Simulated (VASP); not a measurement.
Shape and ions are relaxed at each volume.

Energy against volume of Sc (hcp). Level of theory: MS2 meta-GGA, VASP's PBE PAW potentials (set 64) (plane waves; VASP 6.6.1).

```tsv
V (Å³/atom)	E (eV/atom)
23.294	-11.33249
24.037	-11.34780
24.780	-11.35449
25.524	-11.35284
26.267	-11.34416
```

### Question
Fit a third-order Birch-Murnaghan equation of state.

### Answer

```yaml
volume_per_atom: 25.01 Å³/atom
bulk_modulus: 56.5 GPa
pressure_derivative_of_the_bulk_modulus: 2.31
```

The compound is Sc in the hcp structure. It was relaxed first.
